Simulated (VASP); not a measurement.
Write the native input for VASP 6.6.1 that does the following.

```
Task                   : relaxation of cell and atoms
Functional             : LDA
Potentials or basis    : VASP PAW LDA potentials, release 64 (Ga_d, Sb)
Cutoff                 : 600 eV
k mesh                 : 12 × 12 × 12
Occupations            : gaussian, width 0.1 eV
Spin                   : no spin polarisation
Dipole correction      : no
Further INCAR settings : ALGO = Fast; EDIFF = 1e-06; IBRION = 2; EDIFFG = -0.005; NSW = 70; ISIF = 3
```

The structure of GaSb lies in POSCAR:

```
GaSb
1.0
    0.0000000000      3.1069206344      3.1069206344
    3.1069206344      0.0000000000      3.1069206344
    3.1069206344      3.1069206344      0.0000000000
Ga Sb
1 1
Direct
    0.0000000000      0.0000000000      0.0000000000
    0.2500000000      0.2500000000      0.2500000000
```

One way to write it, as run:

INCAR

```
SYSTEM = GaSb
ALGO = Fast
EDIFF = 1E-6
EDIFFG = -0.005
ENCUT = 600
IBRION = 2
ISIF = 3
ISMEAR = 0
LASPH = .TRUE.
LCHARG = .FALSE.
LREAL = .FALSE.
LWAVE = .FALSE.
NELM = 100
NSW = 70
PREC = Accurate
SIGMA = 0.1
```

KPOINTS

```
k-points
0
G
  12 12 12
  0 0 0
```

Potentials or basis: VASP PAW LDA potentials, release 64 (Ga_d, Sb).

Launch:

```console
$ cat potpaw_LDA.64/Ga_d/POTCAR potpaw_LDA.64/Sb/POTCAR > POTCAR
$ mpirun -np 1 vasp_std > vasp.out
```

Results of the run:

* Relaxed volume: 27.78 Å³/atom
* Relaxed cell: a = 4.283 Å, b = 4.283 Å, c = 4.283 Å, α = 60.00°, β = 60.00°, γ = 60.00°
* Space group after relaxing (to 0.05 Å): F-43m (No. 216)
* Energy gained by relaxing: 26.8 meV/atom
* Ionic steps: 8
* Pressure after relaxing: 0.0 GPa
* Band gap on the k mesh: 0.09 eV, direct

Caveat: spin-orbit coupling is left out, which moves the levels of the heavy elements.

Wall time 120 s on 1 thread of Intel(R) Xeon(R) 6975P-C (Granite Rapids), on a shared host, peak memory 0.24 GiB.
